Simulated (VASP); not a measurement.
MgTe (wurtzite), at 1.04 of the tabulated volume:

```
MgTe
1.0
    2.30494    -3.99227     0.00000
    2.30494     3.99227     0.00000
    0.00000     0.00000     7.48725
Mg Te
2 2
Cartesian
  2.30494  -1.33076   3.74362
  2.30494   1.33076   0.00000
  2.30494  -1.33076   6.55883
  2.30494   1.33076   2.81521
```

The lowest empty band near Γ, direction c, from mBJ (TB09) with spin-orbit coupling in VASP (PAW); its two spin partners are averaged. The gap over the points computed is 3.18 eV, and the next band on that side lies 0.33 eV away at the edge.

Numerical set-up: 400 eV cut-off, 6×6×4 Γ-centred mesh, Gaussian smearing of 0.050 eV, potentials Mg Te.

| distance from the edge in k (1/Å) | distance in energy (meV) |
|---|---|
| 0.018 | 5.9 |
| 0.025 | 11.3 |
| 0.035 | 22.1 |
| 0.050 | 44.7 |

Task: Fit E(1 + αE) = ħ²k²/2m* (ħ²/2m0 = 3.810 eV Å²) and predict the row at 0.070 1/Å.

Result: The rows don't resolve α, so a parabola serves: the electron mass is m* = 0.213 m0, and so 87.8 meV. The run gave 85.9 meV, -1.9 meV from the fit.

Left out are points under 3 meV from the edge, since the levels carry 0.1 meV, and points farther than half the way to the next band.

The compound is MgTe in the wurtzite structure. The cell was not relaxed at this level.
